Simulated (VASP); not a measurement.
Computed with LDA (Ceperley-Alder, Perdew-Zunger), VASP's LDA PAW potentials (set 64) (plane waves; VASP).

A VASP calculation is set up with these files.

**KPOINTS**
```
Automatic
0
G
 14 14 14
0 0 0
```

INCAR:
```
SIGMA  =  0.1
LREAL  =  .False.   # projection in real space or not
NELM  =  100   # most electronic steps
ISMEAR  =  1   # Methfessel-Paxton
PSTRESS  =  50   # kbar
ISIF  =  3   # ions, shape and volume
EDIFFG  =  -0.02
LWAVE  =  .False.
ALGO  =  Normal   # blocked Davidson
LASPH  =  .True.
SYSTEM  =  HfN
IBRION  =  2
PREC  =  Accurate
ENCUT  =  620
LCHARG  =  .False.
LMAXMIX  =  6
EDIFF  =  1E-6
NSW  =  40   # most ionic steps
```

**POSCAR**
```
HfN
1
    0.0000000000     2.2311423101     2.2311423101
    2.2311423101     0.0000000000     2.2311423101
    2.2311423101     2.2311423101     0.0000000000
Hf N
1 1
Direct
  0.0000000000   0.0000000000   0.0000000000
  0.5000000000   0.5000000000   0.5000000000
```

POTCAR, in this order: Hf_pv N (LDA.64 set). Program: vasp_std.

The run wrote:

File OSZICAR:
```
       N       E                     dE             d eps       ncg     rms          rms(c)
DAV:   1     0.430407162938E+02    0.43041E+02   -0.92366E+03  2288   0.149E+03
DAV:   2    -0.245253549259E+02   -0.67566E+02   -0.63825E+02  3119   0.267E+02
DAV:   3    -0.268373946016E+02   -0.23120E+01   -0.22859E+01  2956   0.409E+01
DAV:   4    -0.268561056100E+02   -0.18711E-01   -0.18609E-01  2692   0.367E+00
DAV:   5    -0.268564212852E+02   -0.31568E-03   -0.31545E-03  2955   0.355E-01    0.543E+01
DAV:   6    -0.239893941935E+02    0.28670E+01   -0.15720E+01  2582   0.283E+01    0.454E+01
DAV:   7    -0.238966221946E+02    0.92772E-01   -0.67423E-01  2639   0.718E+00    0.275E+01
DAV:   8    -0.238741064069E+02    0.22516E-01   -0.10315E-01  2648   0.309E+00    0.484E+00
DAV:   9    -0.238674001311E+02    0.67063E-02   -0.41746E-02  2651   0.145E+00    0.158E+00
DAV:  10    -0.238669069797E+02    0.49315E-03   -0.27756E-03  2645   0.448E-01    0.905E-02
DAV:  11    -0.238669131651E+02   -0.61853E-05   -0.66229E-05  2724   0.915E-02    0.362E-02
DAV:  12    -0.238669120923E+02    0.10728E-05   -0.58251E-06  2665   0.235E-02    0.122E-02
DAV:  13    -0.238669120219E+02    0.70393E-07   -0.46814E-07  1438   0.709E-03
   1 F= -.23173692E+02 E0= -.23173494E+02  d E =-.231737E+02
       N       E                     dE             d eps       ncg     rms          rms(c)
DAV:   1    -0.239463085136E+02   -0.79396E-01   -0.38877E+00  2288   0.211E+01    0.729E+00
DAV:   2    -0.238413803301E+02    0.10493E+00   -0.17656E-01  2387   0.417E+00    0.340E+00
DAV:   3    -0.238096317396E+02    0.31749E-01   -0.67470E-02  2512   0.264E+00    0.210E+00
DAV:   4    -0.238086014671E+02    0.10303E-02   -0.35557E-03  2787   0.594E-01    0.132E+00
DAV:   5    -0.238084567787E+02    0.14469E-03   -0.45325E-04  2720   0.172E-01    0.108E-01
DAV:   6    -0.238084544972E+02    0.22814E-05   -0.31106E-05  2771   0.534E-02    0.291E-02
DAV:   7    -0.238084536035E+02    0.89369E-06   -0.10458E-06  1576   0.112E-02
   2 F= -.23150082E+02 E0= -.23149904E+02  d E =0.236103E-01
       N       E                     dE             d eps       ncg     rms          rms(c)
DAV:   1    -0.239271788767E+02   -0.11872E+00   -0.18477E+00  2300   0.145E+01    0.506E+00
DAV:   2    -0.238774572823E+02    0.49722E-01   -0.87923E-02  2375   0.294E+00    0.240E+00
DAV:   3    -0.238623074016E+02    0.15150E-01   -0.33215E-02  2515   0.181E+00    0.151E+00
DAV:   4    -0.238618088780E+02    0.49852E-03   -0.19546E-03  2783   0.432E-01    0.919E-01
DAV:   5    -0.238617371428E+02    0.71735E-04   -0.29653E-04  2684   0.143E-01    0.691E-02
DAV:   6    -0.238617355230E+02    0.16198E-05   -0.19470E-05  2740   0.426E-02    0.221E-02
DAV:   7    -0.238617350723E+02    0.45064E-06   -0.64737E-07  1459   0.874E-03
   3 F= -.23179370E+02 E0= -.23179179E+02  d E =-.567779E-02
```

File OUTCAR:
```
------------------------ aborting loop because EDIFF is reached ----------------------------------------
  FORCE on cell =-STRESS in cart. coord.  units (eV):
  Direction    XX          YY          ZZ          XY          YZ          ZX
  --------------------------------------------------------------------------------------
  Total        0.6726016      0.6726016      0.6726016      0.0000000      0.0000000      0.0000000
  in kB       49.2845516     49.2845516     49.2845516      0.0000000      0.0000000      0.0000000
  external PRESSURE =      -0.7154484 kB  Pullay stress =      50.0000000 kB
  volume of cell :       21.87
      direct lattice vectors                 reciprocal lattice vectors
     0.000000000  2.219435599  2.219435599    -0.225282500  0.225282500  0.225282500
     2.219435599  0.000000000  2.219435599     0.225282500 -0.225282500  0.225282500
     2.219435599  2.219435599  0.000000000     0.225282500  0.225282500 -0.225282500
 POSITION                                       TOTAL-FORCE (eV/Angst)
 -----------------------------------------------------------------------------------
      0.00000      0.00000      0.00000        -0.000000     -0.000000     -0.000000
      2.21944      2.21944      2.21944         0.000000      0.000000      0.000000
 -----------------------------------------------------------------------------------
    total drift:                                0.000000      0.000000      0.000000
  FREE ENERGIE OF THE ION-ELECTRON SYSTEM (eV)
  ---------------------------------------------------
  free  energy   TOTEN  =       -23.8617350723 eV

  energy  without entropy=      -23.8611627539  energy(sigma->0) =      -23.86154430
  enthalpy is  TOTEN    =       -23.1793695728 eV   P V=        0.6823654996

 reached required accuracy - stopping structural energy minimisation
```
(Selected blocks of OUTCAR.)

File CONTCAR:
```
HfN
   1.00000000000000
     0.0000000000000000    2.2194355991624146    2.2194355991624146
     2.2194355991624146    0.0000000000000000    2.2194355991624146
     2.2194355991624146    2.2194355991624146    0.0000000000000000
  Hf              N
     1     1
Direct
     0.0000000000000000    0.0000000000000000    0.0000000000000000
     0.5000000000000000    0.5000000000000000    0.5000000000000000
```

The compound is HfN in the rock salt structure. This run relaxes it under an external pressure of 5 GPa. Symmetry was kept, so distortions that lower it aren't found. The electron count is odd and the run is not spin-polarised, which forces a metal.
